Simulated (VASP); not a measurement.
Cu (fcc) is relaxed at rising pressure, each step from the one before. Symmetry mostly holds the structure type, and other phases were not tried. The mesh follows the cell, and a change of mesh leaves a small step in the series.

Here is the system:

Space group Fm-3m (No. 225); a = b = c = 3.5648 Å, α = β = γ = 90.00°

| atom | site | symmetry | x | y | z |
|---|---|---|---|---|---|
| Cu | 4a | m-3m | 0.0000 | 0.0000 | 0.0000 |
(The calculation used a cell of 1 atom; values per cell refer to that cell.)

All values below come from PBEsol GGA, VASP's PBE PAW potentials (set 64) (plane waves; VASP 6.6.1). Run with 500 eV cut-off, 17×17×17 Γ-centred mesh, first-order Methfessel-Paxton smearing of 0.10 eV, potentials Cu.

| P (GPa) | V (Å³/atom) | H − H(0) (eV/atom) | space group | gap on the mesh (eV) | k-mesh |
|---|---|---|---|---|---|
| 0 | 11.33 | 0.000 | Fm-3m | 0.00 | 17×17×17 |
| 5 | 11.06 | 0.349 | Fm-3m | 0.00 | 18×18×18 |
| 10 | 10.77 | 0.690 | Fm-3m | 0.00 | 18×18×18 |
| 20 | 10.33 | 1.348 | Fm-3m | 0.00 | 18×18×18 |
| 30 | 9.97 | 1.982 | Fm-3m | 0.00 | 18×18×18 |
| 45 | 9.53 | 2.894 | Fm-3m | 0.00 | 18×18×18 |

Pressures at which the relaxation failed are left out.

The compound is Cu in the fcc structure.
